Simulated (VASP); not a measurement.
Here is the system:

```yaml
crystal:
  lattice:
    - [11.56740, 0.00000, 0.00000]
    - [0.00000, 11.56740, 0.00000]
    - [0.00000, 0.00000, 11.56740]
  atoms:
    - { symbol: Ge, position: [0.49724, 0.00133, 0.00139] }
    - { symbol: Ge, position: [0.62695, 0.12520, 0.12518] }
    - { symbol: Ge, position: [0.75159, 0.24818, 0.99849] }
    - { symbol: Ge, position: [0.87459, 0.37283, 0.12509] }
    - { symbol: Ge, position: [0.75132, 0.99852, 0.24845] }
    - { symbol: Ge, position: [0.87487, 0.12497, 0.37263] }
    - { symbol: Ge, position: [0.00104, 0.99879, 0.99923] }
    - { symbol: Ge, position: [0.12728, 0.12350, 0.12376] }
    - { symbol: Ge, position: [0.25160, 0.24968, 0.00096] }
    - { symbol: Ge, position: [0.38042, 0.37391, 0.12815] }
    - { symbol: Ge, position: [0.50086, 0.49911, 0.00022] }
    - { symbol: Ge, position: [0.62604, 0.61944, 0.12821] }
    - { symbol: Ge, position: [0.75016, 0.74825, 0.00101] }
    - { symbol: Ge, position: [0.87625, 0.87266, 0.12372] }
    - { symbol: Ge, position: [0.25168, 0.00077, 0.24995] }
    - { symbol: Ge, position: [0.38037, 0.12795, 0.37417] }
    - { symbol: Ge, position: [0.51306, 0.25670, 0.25683] }
    - { symbol: Ge, position: [0.74318, 0.48669, 0.25699] }
    - { symbol: Ge, position: [0.87198, 0.61952, 0.37413] }
    - { symbol: Ge, position: [0.50076, 0.00002, 0.49932] }
    - { symbol: Ge, position: [0.62583, 0.12784, 0.61995] }
    - { symbol: Ge, position: [0.74398, 0.25595, 0.48778] }
    - { symbol: Ge, position: [0.87214, 0.37407, 0.61995] }
    - { symbol: Ge, position: [0.75019, 0.00067, 0.74854] }
    - { symbol: Ge, position: [0.87655, 0.12327, 0.87286] }
    - { symbol: Ge, position: [0.99855, 0.50252, 0.00140] }
    - { symbol: Ge, position: [0.12727, 0.62307, 0.12748] }
    - { symbol: Ge, position: [0.24878, 0.75109, 0.00252] }
    - { symbol: Ge, position: [0.37680, 0.87254, 0.12746] }
    - { symbol: Ge, position: [0.00130, 0.24848, 0.24830] }
    - { symbol: Ge, position: [0.12595, 0.37313, 0.37317] }
    - { symbol: Ge, position: [0.25361, 0.49851, 0.25345] }
    - { symbol: Ge, position: [0.37658, 0.62323, 0.38358] }
    - { symbol: Ge, position: [0.50132, 0.74616, 0.25345] }
    - { symbol: Ge, position: [0.62662, 0.87388, 0.37325] }
    - { symbol: Ge, position: [0.99866, 0.00126, 0.50253] }
    - { symbol: Ge, position: [0.12729, 0.12740, 0.62309] }
    - { symbol: Ge, position: [0.25360, 0.25334, 0.49854] }
    - { symbol: Ge, position: [0.37641, 0.38350, 0.62344] }
    - { symbol: Ge, position: [0.61631, 0.62335, 0.62354] }
    - { symbol: Ge, position: [0.74646, 0.74619, 0.49860] }
    - { symbol: Ge, position: [0.87251, 0.87258, 0.62309] }
    - { symbol: Ge, position: [0.24869, 0.00244, 0.75117] }
    - { symbol: Ge, position: [0.37674, 0.12738, 0.87260] }
    - { symbol: Ge, position: [0.50126, 0.25349, 0.74641] }
    - { symbol: Ge, position: [0.62674, 0.37310, 0.87405] }
    - { symbol: Ge, position: [0.74641, 0.49853, 0.74645] }
    - { symbol: Ge, position: [0.87247, 0.62309, 0.87266] }
    - { symbol: Ge, position: [0.99904, 0.74830, 0.24983] }
    - { symbol: Ge, position: [0.12394, 0.87585, 0.37502] }
    - { symbol: Ge, position: [0.99995, 0.49911, 0.49927] }
    - { symbol: Ge, position: [0.12254, 0.62569, 0.62581] }
    - { symbol: Ge, position: [0.24718, 0.75273, 0.50384] }
    - { symbol: Ge, position: [0.37416, 0.87747, 0.62578] }
    - { symbol: Ge, position: [0.99917, 0.24962, 0.74856] }
    - { symbol: Ge, position: [0.12395, 0.37495, 0.87618] }
    - { symbol: Ge, position: [0.24713, 0.50377, 0.75296] }
    - { symbol: Ge, position: [0.37424, 0.62560, 0.87761] }
    - { symbol: Ge, position: [0.49599, 0.75279, 0.75295] }
    - { symbol: Ge, position: [0.62482, 0.87586, 0.87621] }
    - { symbol: Ge, position: [0.99745, 0.75112, 0.75116] }
    - { symbol: Ge, position: [0.12589, 0.87399, 0.87410] }
    - { symbol: P, position: [0.49530, 0.50454, 0.50479] }
```

Level of theory: PBE GGA, VASP's PBE PAW potentials (set 64) (plane waves; VASP 6.6.1). Numerical set-up: PREC = Normal, LREAL = Auto, ISYM = 0, 400 eV cut-off, 1×1×1 Γ-centred mesh, Gaussian smearing of 0.050 eV, potentials Ge P. Starting moments (MAGMOM): 63*0.0476. The cell's moment is fixed (NUPDOWN = 3).

The supercell is sampled at Γ alone, which is coarse: total energies, pressure and levels can be off, energies of defects by several tenths of an eV.

Problem. Estimate the cell moment, energy per atom (σ→0).

Solution. 
```yaml
cell_moment: 3.00 μB
energy per atom (σ→0): -4.362 eV/atom
```

Only differences to runs with the same potentials and settings are physical.

The cell is a supercell with a defect, built from Ge (diamond): P_Ge-vac_Ge.
